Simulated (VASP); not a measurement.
Write the native input for VASP 6.6.1 that does the following.

```
Task                   : relaxation of cell and atoms
Functional             : vdW-DF-cx
Potentials or basis    : VASP PAW PBE potentials, release 64 (Ru_pv, Se)
Cutoff                 : 600 eV
k mesh                 : 8 × 8 × 8
Occupations            : fermi-dirac, width 0.05 eV
Spin                   : no spin polarisation
Further INCAR settings : ALGO = Normal; EDIFF = 1e-07; IBRION = 2; EDIFFG = -0.01; NSW = 40; ISIF = 3
```

The structure of RuSe lies in POSCAR:

```
RuSe
1.0
    3.1876923100      0.0000000000      0.0000000000
    0.0000000000      3.1876923100      0.0000000000
    0.0000000000      0.0000000000      3.1876923100
Ru Se
1 1
Direct
    0.0000000000      0.0000000000      0.0000000000
    0.5000000000      0.5000000000      0.5000000000
```

The cell comes from a database or a generator and needn't be the stable form of this composition.

The input as run:

INCAR

```
SYSTEM = RuSe
PREC = Accurate
ENCUT = 600
EDIFF = 1E-7
ISMEAR = -1
SIGMA = 0.05
LREAL = .FALSE.
LASPH = .TRUE.
NELM = 80
ALGO = Normal
ISIF = 3
LWAVE = .FALSE.
LCHARG = .FALSE.
GGA = CX
LUSE_VDW = .TRUE.
AGGAC = 0.0
IBRION = 2
NSW = 40
EDIFFG = -0.01
```

KPOINTS

```
regular mesh
0
G
  8 8 8
  0 0 0
```

Potentials or basis: VASP PAW PBE potentials, release 64 (Ru_pv, Se).

The run is started by

```bash
$ cat potpaw_PBE.64/Ru_pv/POTCAR potpaw_PBE.64/Se/POTCAR > POTCAR
$ mpirun -np 1 vasp_std > vasp.out
```

Results of the run:

```
Relaxed volume                         : 14.93 Å³/atom
Relaxed cell                           : a = 3.102 Å, b = 3.102 Å, c = 3.102 Å, α = 90.00°, β = 90.00°, γ = 90.00°
Space group after relaxing (to 0.05 Å) : Pm-3m (No. 221)
Energy gained by relaxing              : 56.8 meV/atom
Ionic steps                            : 4
Pressure after relaxing                : -0.1 GPa
Band gap on the k mesh                 : none (metal or under the smearing width)
```

Caveat: the PAW data sets were made with another functional, which shifts forces and pressure a little.

Wall time 89 s on 1 thread of Intel(R) Xeon(R) 6975P-C (Granite Rapids) (shared host), peak memory 0.34 GiB.
